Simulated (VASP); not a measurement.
# LuGeO (P4/mmm) in VASP: single point with PBE

Aim: the single point of LuGeO with PBE.

All numbers are computed with VASP 6.6.1; they aren't measurements. Logs are shortened: lines on timing, memory, paths and dates and some standing lists are left out, and cuts for length are marked.

## 1. The cell of the first run

It takes space group P4/mmm (No. 123, tetragonal). Conventional cell: a = 3.123 Å, b = 3.123 Å, c = 6.026 Å, α = 90.00°, β = 90.00°, γ = 90.00°. Lu (site symmetry 4/mmm) is surrounded by 4 O at 2.21 Å. Ge (site symmetry 4/mmm) has 2 Lu at 3.01 Å and 4 Ge at 3.12 Å as nearest neighbours. O (site symmetry 4/mmm) has 4 Lu at 2.21 Å as nearest neighbours.

The cell was built by a generator and needn't be a form met in nature.

## 2. Single point, PBE (cell x2)

INCAR

```
ALGO = Fast
EDIFF = 1E-6
ENCUT = 520
GGA = PE
ISIF = 2
ISMEAR = 0
LASPH = T
LCHARG = T
LELF = T
LREAL = F
LVHAR = T
LWAVE = F
NBANDS = 54
NELM = 100
PREC = Accurate
SIGMA = 0.2
```

KPOINTS

```
k-points
0
Gamma
  8 4 4
```

POSCAR

```
LuGeO
1.0
   -3.1227917755      0.0000000000      0.0000000000
    0.0000000000      0.0000000000     -6.0260120974
    0.0000000000     -6.2455835510      0.0000000000
Lu Ge O
2 2 2
Direct
    0.5000000000      0.5000000000      0.7500000000
    0.5000000000      0.5000000000      0.2500000000
    0.5000000000      0.0000000000      0.7500000000
    0.5000000000      0.0000000000      0.2500000000
    1.0000000000      0.5000000000      1.0000000000
    1.0000000000      0.5000000000      0.5000000000
```

Potentials or basis: VASP PAW PBE potentials, release 64 (Lu, Ge_d, O).

Started as:

```console
> cat potpaw_PBE.64/Lu/POTCAR potpaw_PBE.64/Ge_d/POTCAR potpaw_PBE.64/O/POTCAR > POTCAR
> mpirun -np 1 vasp_std > vasp.out
```

OUTCAR:

```text
EDIFF = 1E-6
   ENCUT = 520
   GGA = PE
   ISIF = 2
   ISMEAR = 0
   LASPH = T
   LREAL = F
   NELM = 100
   PREC = Accurate

 ion  position               nearest neighbor table
   1  0.500  0.500  0.750-   5 2.21   6 2.21   5 2.21   6 2.21   3 3.01   3 3.01   2 3.12   2 3.12

   2  0.500  0.500  0.250-   5 2.21   6 2.21   5 2.21   6 2.21   4 3.01   4 3.01   1 3.12   1 3.12

   3  0.500  0.000  0.750-   1 3.01   1 3.01
   4  0.500  0.000  0.250-   2 3.01   2 3.01
   5  0.000  0.500  0.000-   1 2.21   2 2.21   1 2.21   2 2.21
   6  0.000  0.500  0.500-   1 2.21   2 2.21   1 2.21   2 2.21

  LATTYP: Found a simple orthorhombic cell.
 ALAT       =     3.1227917755
 B/A-ratio  =     1.9296874498
 C/A-ratio  =     2.0000000000

  Lattice vectors:

 A1 = (  -3.1227917755,   0.0000000000,   0.0000000000)
 A2 = (   0.0000000000,   0.0000000000,  -6.0260120974)
 A3 = (   0.0000000000,  -6.2455835510,   0.0000000000)

Analysis of symmetry for initial positions (statically):
=====================================================================
 Subroutine PRICEL returns following result:

  LATTYP: Found a simple tetragonal cell.
 ALAT       =     3.1227917755
 C/A-ratio  =     1.9296874498

  Lattice vectors:

 A1 = (   3.1227917755,   0.0000000000,   0.0000000000)
 A2 = (   0.0000000000,  -3.1227917755,   0.0000000000)
 A3 = (   0.0000000000,   0.0000000000,  -6.0260120974)

   2 primitive cells build up your supercell.

 Routine SETGRP: Setting up the symmetry group for a
 simple orthorhombic supercell.

 Subroutine GETGRP returns: Found  8 space group operations
 (whereof  8 operations were pure point group operations)
 out of a pool of  8 trial point group operations.

The static configuration has the point symmetry D_2h.

Analysis of symmetry for dynamics (positions and initial velocities):
=====================================================================
 Subroutine PRICEL returns following result:

  LATTYP: Found a simple tetragonal cell.
 ALAT       =     3.1227917755
 C/A-ratio  =     1.9296874498

  Lattice vectors:

 A1 = (   3.1227917755,   0.0000000000,   0.0000000000)
 A2 = (   0.0000000000,  -3.1227917755,   0.0000000000)
 A3 = (   0.0000000000,   0.0000000000,  -6.0260120974)

   2 primitive cells build up your supercell.

 Routine SETGRP: Setting up the symmetry group for a
 simple orthorhombic supercell.

 Subroutine GETGRP returns: Found  8 space group operations
 (whereof  8 operations were pure point group operations)
 out of a pool of  8 trial point group operations.

The dynamic configuration has the point symmetry D_2h.

 Subroutine INISYM returns: Found  8 space group operations
 (whereof  8 operations are pure point group operations),
 and found     2 'primitive' translations

----------------------------------------------------------------------------------------

                                     Primitive cell

  volume of cell :      58.7646

  direct lattice vectors                    reciprocal lattice vectors
     3.122791776  0.000000000  0.000000000     0.320226282  0.000000000  0.000000000
     0.000000000 -3.122791776  0.000000000     0.000000000 -0.320226282  0.000000000
     0.000000000  0.000000000 -6.026012097     0.000000000  0.000000000 -0.165947227

  length of vectors
     3.122791776  3.122791776  6.026012097     0.320226282  0.320226282  0.165947227

  position of ions in fractional coordinates (direct lattice)
     0.500000000  0.500000000  0.500000000
     0.500000000  0.500000000  0.000000000
     0.000000000  0.000000000  0.500000000

  ion indices of the primitive-cell ions
   primitive index   ion index
                 1           1
                 2           3
                 3           5

----------------------------------------------------------------------------------------

 KPOINTS: k-points

Automatic generation of k-mesh.
 Grid dimensions read from file:
 generate k-points for:    8    4    4

 Generating k-lattice:

  Cartesian coordinates                     Fractional coordinates (reciprocal lattice)
    -0.040028285  0.000000000  0.000000000     0.125000000  0.000000000  0.000000000
     0.000000000  0.000000000 -0.041486807     0.000000000  0.250000000  0.000000000
     0.000000000 -0.040028285  0.000000000     0.000000000  0.000000000  0.250000000

  Length of vectors
     0.040028285  0.041486807  0.040028285

  Shift w.r.t. Gamma in fractional coordinates (k-lattice)
     0.000000000  0.000000000  0.000000000

 Subroutine IBZKPT returns following result:
 ===========================================

 Found     45 irreducible k-points:

 Following reciprocal coordinates:
            Coordinates               Weight
  0.000000  0.000000  0.000000      1.000000
  0.125000  0.000000  0.000000      2.000000
  0.250000  0.000000  0.000000      2.000000
  0.375000  0.000000  0.000000      2.000000
  0.500000  0.000000  0.000000      1.000000
  0.000000  0.250000  0.000000      2.000000
[... 16 lines left out ...]
  0.250000  0.250000  0.250000      8.000000
  0.375000  0.250000  0.250000      8.000000
 [... further k-points ...]
   k-points           NKPTS =     45   k-points in BZ     NKDIM =     45   number of bands    NBANDS=     54
   number of dos      NEDOS =    301   number of ions     NIONS =      6
   total plane-waves  NPLWV =  55296
   dimension x,y,z NGX =    24 NGY =   48 NGZ =   48
   dimension x,y,z NGXF=    48 NGYF=   96 NGZF=   96
   ions per type =               2   2   2
   NGX,Y,Z   is equivalent  to a cutoff of  12.78, 13.24, 12.78 a.u.
   NGXF,Y,Z  is equivalent  to a cutoff of  25.55, 26.48, 25.55 a.u.
 SYSTEM =  unknown system
   PREC   = accura    normal or accurate (medium, high low for compatibility)
   ISTART =      0    job   : 0-new  1-cont  2-samecut
   ICHARG =      2    charge: 1-file 2-atom 10-const
   ISPIN  =      1    spin polarized calculation?
   LNONCOLLINEAR =      F non collinear calculations
   LSORBIT =      F    spin-orbit coupling
   LASPH  =      T    aspherical Exc in radial PAW
   ENCUT  =  520.0 eV  38.22 Ry    6.18 a.u.   5.81 11.20 11.61*2*pi/ulx,y,z
   NELM   =    100;   NELMIN=  2; NELMDL= -5     # of ELM steps
   EDIFF  = 0.1E-05   stopping-criterion for ELM
   LREAL  =      F    real-space projection
   EDIFFG = 0.1E-04   stopping-criterion for IOM
   NSW    =      0    number of steps for IOM
   IBRION =     -1    ionic relax: 0-MD 1-quasi-New 2-CG
   NFREE  =      0    steps in history (QN), initial steepest desc. (CG)
   ISIF   =      2    stress and relaxation
   ISYM   =      2    0-nonsym 1-usesym 2-fastsym
   POTIM  = 0.5000    time-step for ionic-motion
   TEBEG  =    0.0;   TEEND  =   0.0 temperature during run
   PSTRESS=    0.0 pullay stress
   NELECT =      90.0000    total number of electrons
   NUPDOWN=      -1.0000    fix difference up-down
   EMIN   =  10.00;   EMAX   =-10.00  energy-range for DOS
   EFERMI =   0.00;   METHOD = LEGACY
   ISMEAR =     0;   SIGMA  =   0.20  broadening in eV -4-tet -1-fermi 0-gaus
   EFERMI_NEDOS =   21; number of points for ismear=-14 and -15
   IALGO  =     68    algorithm
   IMIX   =      4    mixing-type and parameters
     AMIX     =   0.40;   BMIX     =  1.00
     AMIX_MAG =   1.60;   BMIX_MAG =  1.00
  volume/ion in A,a.u.               =      19.59       132.19
  Fermi-wavevector in a.u.,A,eV,Ry     =   1.497753  2.830344 30.521477  2.243265
  Thomas-Fermi vector in A             =   2.609601
   LORBIT       =      0    0 simple, 1 ext, 2 COOP (PROOUT), +10 PAW based schemes
   GGA     = PE    functional components
   LHFCALC =     F    Hartree Fock is set to
   AEXX    =    0.0000 exact exchange contribution
   IVDW    =     0    specifies the selected vdW correction
   LEPSILON=     F    determine dielectric tensor
   LRPA    =     F    only Hartree local field effects (RPA)
 non-spin polarized calculation
 RMM-DIIS sequential band-by-band and
 Gauss-broadening in eV      SIGMA  =   0.20
  energy-cutoff  :      520.00
  volume of cell :      117.53
 maximum number of plane-waves:      3204
 NGX is ok and might be reduce to    24
   NGX = 11   NGY = 23   NGZ = 23

 number of electron      89.9999998 magnetization

 Free energy of the ion-electron system (eV)
  ---------------------------------------------------
  ext. energy  EPLUGINS =         0.00000000
  ---------------------------------------------------
  free energy    TOTEN  =       -37.99351538 eV

  energy without entropy =      -37.95842621  energy(sigma->0) =      -37.97597080

 E-fermi :   3.1552     XC(G=0): -10.4577

 val. band max:        3.0317041202   @ k =   0.0000   0.5000   0.0000
 cond. band min:       3.1676999767   @ k =   0.0000   0.0000   0.2500
 fundamental gap:      0.1359958565
 Fermi energy:         3.1551922849

 k-point     1 :       0.0000    0.0000    0.0000
  band No.  band energies     occupation
      1     -52.8815      2.00000
      2     -52.8392      2.00000
      3     -24.4450      2.00000
      4     -23.6451      2.00000
      5     -23.5591      2.00000
      6     -23.3642      2.00000
[... 46 lines left out ...]
     53       8.3806      0.00000
     54       8.6636      0.00000

 k-point     2 :       0.1250    0.0000    0.0000
  band No.  band energies     occupation
      1     -52.8753      2.00000
      2     -52.8334      2.00000
      3     -24.3873      2.00000
      4     -23.6327      2.00000
      5     -23.5486      2.00000
      6     -23.5453      2.00000
[... 46 lines left out ...]
     53       8.1824      0.00000
     54       8.3011      0.00000

 k-point     3 :       0.2500    0.0000    0.0000
  band No.  band energies     occupation
      1     -52.8604      2.00000
      2     -52.8193      2.00000
      3     -24.2418      2.00000
      4     -23.9455      2.00000
      5     -23.6411      2.00000
      6     -23.6024      2.00000
[... 46 lines left out ...]
     53       7.4413      0.00000
     54       8.4602      0.00000
[... 1084 lines left out ...]
 k-point    23 :       0.2500    0.2500    0.2500
  band No.  band energies     occupation
      1     -52.8544      2.00000
      2     -52.8253      2.00000
      3     -24.1256      2.00000
      4     -23.9133      2.00000
      5     -23.6771      2.00000
      6     -23.5941      2.00000
[... 46 lines left out ...]
     53       7.8413      0.00000
     54       8.6898      0.00000

 k-point    24 :       0.3750    0.2500    0.2500
  band No.  band energies     occupation
      1     -52.8396      2.00000
      2     -52.8110      2.00000
      3     -24.2538      2.00000
      4     -24.0185      2.00000
      5     -23.9260      2.00000
      6     -23.5642      2.00000
[... 46 lines left out ...]
     53       8.0899      0.00000
     54       9.4229      0.00000

 [... further k-points ...]

------------------------ aborting loop because EDIFF is reached ----------------------------------------

  FORCE on cell =-STRESS in cart. coord.  units (eV):
  Direction    XX          YY          ZZ          XY          YZ          ZX
  --------------------------------------------------------------------------------------
  -------------------------------------------------------------------------------------
  Total        0.5455858      0.5446478     -0.4530940      0.0000000      0.0000000      0.0000000
  in kB        7.4375106      7.4247237     -6.1766476      0.0000000      0.0000000      0.0000000
  external PRESSURE =       2.8951956 kB  Pullay stress =       0.0000000 kB

 VOLUME and BASIS-vectors are now :
 -----------------------------------------------------------------------------
  energy-cutoff  :      520.00
  volume of cell :      117.53
      direct lattice vectors                 reciprocal lattice vectors
    -3.122791776  0.000000000  0.000000000    -0.320226282  0.000000000  0.000000000
     0.000000000  0.000000000 -6.026012097     0.000000000  0.000000000 -0.165947227
     0.000000000 -6.245583551  0.000000000     0.000000000 -0.160113141  0.000000000

 POSITION                                       TOTAL-FORCE (eV/Angst)
 -----------------------------------------------------------------------------------
     -1.56140     -4.68419     -3.01301        -0.000000     -0.000000      0.000000
     -1.56140     -1.56140     -3.01301        -0.000000      0.000000      0.000000
     -1.56140     -4.68419      0.00000         0.000000     -0.000000      0.000000
     -1.56140     -1.56140      0.00000         0.000000     -0.000000      0.000000
      0.00000      0.00000     -3.01301         0.000000     -0.000000      0.000000
      0.00000     -3.12279     -3.01301         0.000000     -0.000000      0.000000
 -----------------------------------------------------------------------------------
    total drift:                               -0.000000      0.000000      0.000000

  FREE ENERGIE OF THE ION-ELECTRON SYSTEM (eV)
  ---------------------------------------------------
  free  energy   TOTEN  =       -37.9935153811 eV

  energy  without entropy=      -37.9584262103  energy(sigma->0) =      -37.97597080
```

Wall time 23 min (1 thread of Intel Xeon Platinum 8559C (Emerald Rapids), shared host); peak memory 0.42 GiB.

Results:

```yaml
Free_energy: -37.9935 eV
Pressure: 0.3 GPa
Band_gap_on_the_k_mesh: none (metal or under the smearing width)
```

Levels at points of the mesh, in eV from the Fermi level:
```tsv
k point	band 43	band 44	band 45	band 46	band 47	band 48
(0.00, 0.00, 0.00)	-2.58	-0.56	-0.13	0.17	1.99	3.31
(0.50, 0.00, 0.00)	-2.58	-0.64	-0.64	0.17	1.26	1.26
(0.00, 0.50, 0.00)	-2.83	-1.97	-1.34	-0.12	4.03	4.03
(0.50, 0.50, 0.00)	-1.97	-1.34	-1.26	-1.26	0.06	2.78
(0.00, 0.00, 0.50)	-0.28	-0.28	0.45	0.45	2.30	2.30
(0.50, 0.00, 0.50)	-1.82	-1.82	0.64	0.64	2.31	2.31
(0.00, 0.50, 0.50)	-2.37	-2.37	0.54	0.54	2.16	2.16
(0.50, 0.50, 0.50)	-1.52	-1.52	-0.74	-0.74	1.61	1.61
```

Spin-orbit coupling is left out, which matters for the levels of Lu.
